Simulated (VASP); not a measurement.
All values below come from PBEsol GGA, VASP's PBE PAW potentials (set 64) (plane waves; VASP).

A VASP calculation is set up with these files.

INCAR:
```
NELM  =  100   ! most electronic steps
IBRION  =  2   ! conjugate gradients
SYSTEM  =  SnSe2
PREC  =  Accurate
LREAL  =  .FALSE.
GGA  =  PS   ! PBEsol
LASPH  =  .TRUE.   ! aspherical one-centre terms
ENCUT  =  400   ! plane-wave cut-off (eV)
EDIFFG  =  -0.02
NSW  =  60   ! most ionic steps
LMAXMIX  =  4   ! l cut-off of mixed one-centre charges
SIGMA  =  0.05
LWAVE  =  .FALSE.
LCHARG  =  .FALSE.
ISMEAR  =  0   ! Gaussian
ALGO  =  Normal   ! blocked Davidson
ISIF  =  3   ! ions, shape and volume
EDIFF  =  1E-6   ! SCF stop (eV)
```

POSCAR:
```
SnSe2
1
    1.9159422433    -3.3185095250    -0.0000000000
    1.9159422433     3.3185095250     0.0000000000
   -0.0000000000     0.0000000000     6.2349520930
Sn Se
1 2
Direct
  1.0000000000   1.0000000000   0.0000000000
  0.3333330000   0.6666670000   0.2526164324
  0.6666670000   0.3333330000   0.7473835676
```

### KPOINTS
```
Automatic mesh
0
Gamma
6 6 3
0 0 0
```

POTCAR, in this order: Sn_d Se (PBE.64 set). Program: vasp_std.

The resulting files:

File OSZICAR:
```
       N       E                     dE             d eps       ncg     rms          rms(c)
DAV:   1     0.177230133045E+03    0.17723E+03   -0.10825E+04   578   0.142E+03
DAV:   2     0.439388110959E+01   -0.17284E+03   -0.17026E+03   653   0.347E+02
DAV:   3    -0.127312022695E+02   -0.17125E+02   -0.16899E+02   732   0.108E+02
DAV:   4    -0.132220854972E+02   -0.49088E+00   -0.49013E+00   734   0.198E+01
DAV:   5    -0.132352002496E+02   -0.13115E-01   -0.13113E-01   858   0.304E+00    0.491E+00
DAV:   6    -0.129897694068E+02    0.24543E+00   -0.56602E-01   849   0.891E+00    0.312E+00
DAV:   7    -0.129629223072E+02    0.26847E-01   -0.14464E-01   750   0.295E+00    0.901E-01
DAV:   8    -0.129609538984E+02    0.19684E-02   -0.11404E-02   695   0.110E+00    0.245E-01
DAV:   9    -0.129610060432E+02   -0.52145E-04   -0.10946E-03   664   0.265E-01    0.700E-02
DAV:  10    -0.129610098343E+02   -0.37910E-05   -0.10036E-04   806   0.695E-02    0.264E-02
DAV:  11    -0.129610236451E+02   -0.13811E-04   -0.26191E-05   647   0.310E-02    0.663E-03
DAV:  12    -0.129610237532E+02   -0.10812E-06   -0.10817E-06   592   0.980E-03
   1 F= -.12961024E+02 E0= -.12961024E+02  d E =-.129610E+02
       N       E                     dE             d eps       ncg     rms          rms(c)
DAV:   1    -0.129641674001E+02   -0.31438E-02   -0.80193E-02   634   0.268E+00    0.257E-01
DAV:   2    -0.129624485463E+02    0.17189E-02   -0.45435E-03   717   0.759E-01    0.144E-01
DAV:   3    -0.129618683798E+02    0.58017E-03   -0.16670E-03   729   0.517E-01    0.450E-02
DAV:   4    -0.129618446377E+02    0.23742E-04   -0.18600E-04   785   0.119E-01    0.187E-02
DAV:   5    -0.129618423134E+02    0.23243E-05   -0.17319E-05   818   0.506E-02    0.577E-03
DAV:   6    -0.129618424677E+02   -0.15430E-06   -0.40283E-06   501   0.247E-02
   2 F= -.12961842E+02 E0= -.12961842E+02  d E =-.818714E-03
       N       E                     dE             d eps       ncg     rms          rms(c)
DAV:   1    -0.129625716427E+02   -0.72933E-03   -0.20868E-02   630   0.137E+00    0.131E-01
DAV:   2    -0.129621195594E+02    0.45208E-03   -0.11775E-03   714   0.402E-01    0.735E-02
DAV:   3    -0.129619684029E+02    0.15116E-03   -0.44987E-04   727   0.270E-01    0.231E-02
DAV:   4    -0.129619629025E+02    0.55004E-05   -0.50936E-05   792   0.610E-02    0.954E-03
DAV:   5    -0.129619623697E+02    0.53282E-06   -0.42495E-06   706   0.262E-02
   3 F= -.12961962E+02 E0= -.12961962E+02  d E =-.938617E-03
```

File OUTCAR:
```
------------------------ aborting loop because EDIFF is reached ----------------------------------------
  FORCE on cell =-STRESS in cart. coord.  units (eV):
  Direction    XX          YY          ZZ          XY          YZ          ZX
  --------------------------------------------------------------------------------------
  Total       -0.0001952     -0.0001952     -0.0057691      0.0000000     -0.0000000      0.0000000
  in kB       -0.0039564     -0.0039564     -0.1169303      0.0000000     -0.0000000      0.0000000
  external PRESSURE =      -0.0416143 kB  Pullay stress =       0.0000000 kB
  volume of cell :       79.05
      direct lattice vectors                 reciprocal lattice vectors
     1.909774099 -3.307825983  0.000000000     0.261811070 -0.151156682 -0.000000000
     1.909774099  3.307825983 -0.000000000     0.261811070  0.151156682  0.000000000
     0.000000000 -0.000000000  6.256558304     0.000000000  0.000000000  0.159832283
 POSITION                                       TOTAL-FORCE (eV/Angst)
 -----------------------------------------------------------------------------------
      0.00000     -0.00000      6.25656         0.000000      0.000000     -0.000000
      1.90977      1.10261      1.58461         0.000000      0.000000      0.004485
      1.90977     -1.10261      4.67195        -0.000000     -0.000000     -0.004485
 -----------------------------------------------------------------------------------
    total drift:                               -0.000000      0.000000      0.000000
  FREE ENERGIE OF THE ION-ELECTRON SYSTEM (eV)
  ---------------------------------------------------
  free  energy   TOTEN  =       -12.9619623697 eV

  energy  without entropy=      -12.9619623697  energy(sigma->0) =      -12.96196237

 reached required accuracy - stopping structural energy minimisation
```
(Selected blocks of OUTCAR.)

### CONTCAR
```
SnSe2
   1.00000000000000
     1.9097740985453848   -3.3078259828177794    0.0000000000000000
     1.9097740985453848    3.3078259828177794   -0.0000000000000000
     0.0000000000000000   -0.0000000000000000    6.2565583039784523
  Sn              Se
     1     2
Direct
     0.0000000000000000    0.0000000000000000    1.0000000000000000
     0.3333330000000032    0.6666669999999968    0.2532711767156852
     0.6666669999999968    0.3333330000000032    0.7467288232843148
```

### OUTCAR
```
 val. band max:        3.7841468843   @ k =   0.1667   0.0000   0.0000

 cond. band min:       4.3937770871   @ k =   0.5000   0.0000   0.3333


 Fermi energy:         4.0687191906

 k-point     1 :       0.0000    0.0000    0.0000
  band No.  band energies     occupation
      1     -17.3143      2.00000
      2     -17.3143      2.00000
      3     -17.2775      2.00000
      4     -17.2650      2.00000
      5     -17.2650      2.00000
      6      -9.9756      2.00000
      7      -8.3569      2.00000
      8      -2.3861      2.00000
      9       3.2721      2.00000
     10       3.2721      2.00000
     11       3.5468      2.00000
     12       3.5468      2.00000
     13       3.6527      2.00000
     14       4.7405      0.00000
     15       6.8034      0.00000
     16       8.4192      0.00000
     17       8.4192      0.00000

 k-point     2 :       0.1667    0.0000    0.0000
  band No.  band energies     occupation
      1     -17.3258      2.00000
      2     -17.3050      2.00000
      3     -17.2733      2.00000
      4     -17.2680      2.00000
      5     -17.2635      2.00000
      6      -9.7078      2.00000
      7      -8.1884      2.00000
      8      -2.3429      2.00000
      9       1.2710      2.00000
     10       2.3069      2.00000
     11       2.4824      2.00000
     12       3.6890      2.00000
     13       3.7841      2.00000
     14       5.9890      0.00000
     15       7.4369      0.00000
     16       8.5304      0.00000
     17       8.8444      0.00000

 k-point     3 :       0.3333   -0.0000    0.0000
  band No.  band energies     occupation
      1     -17.3526      2.00000
      2     -17.2939      2.00000
      3     -17.2838      2.00000
      4     -17.2530      2.00000
      5     -17.2513      2.00000
      6      -8.9969      2.00000
      7      -7.8857      2.00000
      8      -2.7484      2.00000
      9      -0.1671      2.00000
     10       0.9735      2.00000
     11       1.6659      2.00000
...
```

Without a dispersion term in the relaxation, distances and binding between the weakly bound layers, chains or molecules are unreliable, and so is what depends on them. Unless said otherwise, spin-orbit coupling is left out, though it shifts the bands of the heavy elements here.

The compound is SnSe2 in the 1T layered structure. This run relaxes it. Symmetry was kept, so distortions that lower it aren't found. The start is the result of an earlier pass.
